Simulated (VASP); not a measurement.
Data:

```xyz
2
Lattice="0.0000 2.8663 2.8663 2.8663 0.0000 2.8663 2.8663 2.8663 0.0000" Properties=species:S:1:pos:R:3 pbc="T T T"
Zn     5.7326     2.8663     2.8663
Se     1.4331     1.4331     1.4331
```

Computed with PBE GGA with spin-orbit coupling, VASP's PBE PAW potentials (set 64) (plane waves; VASP). Run with 350 eV cut-off, 6×6×6 Γ-centred mesh, Gaussian smearing of 0.050 eV, potentials Zn Se.

Predict the energy per atom (σ→0), band gap (on the k-mesh) with the smallest direct gap where there is one.

```json
{
 "band gap (on the k-mesh)": "1.02 eV",
 "smallest direct gap (on the k-mesh)": "1.02 eV",
 "energy per atom (σ→0)": "-3024 meV/atom"
}
```

Only differences to runs with the same potentials and settings are physical.

The compound is ZnSe in the zinc blende structure. It was relaxed first.
